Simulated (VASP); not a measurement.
```xyz
2
Lattice="0.0000 2.7728 2.7728 2.7728 0.0000 2.7728 2.7728 2.7728 0.0000" Properties=species:S:1:pos:R:3 pbc="T T T"
Ba     2.7728     2.7728     0.0000
O      2.7728     2.7728     2.7728
```

These are vdW-DF-cx, VASP's PBE PAW potentials (set 64) (plane waves; VASP) values and carry that method's errors. Run with 520 eV cut-off, Gaussian smearing of 0.050 eV, potentials Ba_sv O.

Unless said otherwise, spin-orbit coupling is left out, though it shifts the bands of the heavy elements here.

Problem. Predict the band gap (along the path) with the smallest direct gap where there is one.

Solution. 
```
Property                                Value
------------------------------------  -------
band gap (along the path)             1.96 eV
smallest direct gap (along the path)  1.96 eV
```

The compound is BaO in the rock salt structure. It was relaxed first.
